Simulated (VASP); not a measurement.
An input for Quantum ESPRESSO's pw.x (written as the equivalent of a VASP run, and not itself run):

```
&CONTROL
  calculation = 'vc-relax'
  pseudo_dir = './pseudo'
  outdir = './out'
  tprnfor = .true.
  tstress = .true.
  nstep = 60
  forc_conv_thr = 0.00078
/
&SYSTEM
  ibrav = 0
  nat = 3
  ntyp = 2
  ecutwfc = 102
  occupations = 'smearing'
  smearing = 'gaussian'
  degauss = 0.003675
  input_dft = 'pbesol'
/
&ELECTRONS
  conv_thr = 7.3e-08
  electron_maxstep = 100
/
&IONS
/
&CELL
/
ATOMIC_SPECIES
  Cd 112.414 Cd.upf
  Cl 35.450 Cl.upf
CELL_PARAMETERS angstrom
     1.9126555    1.1042726    6.0639070
    -1.9126555    1.1042726    6.0639070
     0.0000000   -2.2085441    6.0639070
ATOMIC_POSITIONS crystal
  Cd   0.0000000  0.0000000  0.0000000
  Cl   0.7450570  0.7450570  0.7450570
  Cl   0.2549430  0.2549430  0.2549430
K_POINTS automatic
  6 6 6 0 0 0
```

Translate this input to VASP (INCAR, KPOINTS, POSCAR, choice of POTCAR).

Several could match; the one computed here: 
KPOINTS:
```
Regular mesh
0
G
 6 6 6
0 0 0
```

**INCAR**
```
NELM  =  100   # most electronic steps
GGA  =  PS
SIGMA  =  0.05   # width (eV)
SYSTEM  =  CdCl2
NSW  =  60   # most ionic steps
EDIFFG  =  -0.02
LWAVE  =  F
IBRION  =  2
ISMEAR  =  0
ENCUT  =  400
LREAL  =  F   # projection in real space or not
ISIF  =  3
LMAXMIX  =  4
ALGO  =  Normal   # blocked Davidson
EDIFF  =  1E-6
PREC  =  Accurate
LCHARG  =  F
LASPH  =  T   # aspherical one-centre terms
```

POSCAR:
```
CdCl2
1
    1.9126555136     1.1042725535     6.0639070485
   -1.9126555136     1.1042725535     6.0639070485
    0.0000000000    -2.2085441220     6.0639070498
Cd Cl
1 2
Direct
  0.0000000000   0.0000000000   0.0000000000
  0.7450569509   0.7450569509   0.7450569509
  0.2549430491   0.2549430491   0.2549430491
```

POTCAR, in this order: Cd Cl (PBE.64 set). Program: vasp_std.

Limits of the translation: the potentials are each code's own (VASP's PAW set, PseudoDojo norm-conserving files in pw.x), so ENCUT and ecutwfc are chosen apart and not converted; conv_thr bounds pw.x's estimated SCF error, while EDIFF bounds the energy change between steps; forc_conv_thr acts on force components and is met together with etot_conv_thr.

The structure comes from a computed database's CdCl2 entry (R-3m); how it stands against other phases isn't given here. This run relaxes it. Symmetry was kept, so distortions that lower it aren't found. The start is the result of an earlier pass.
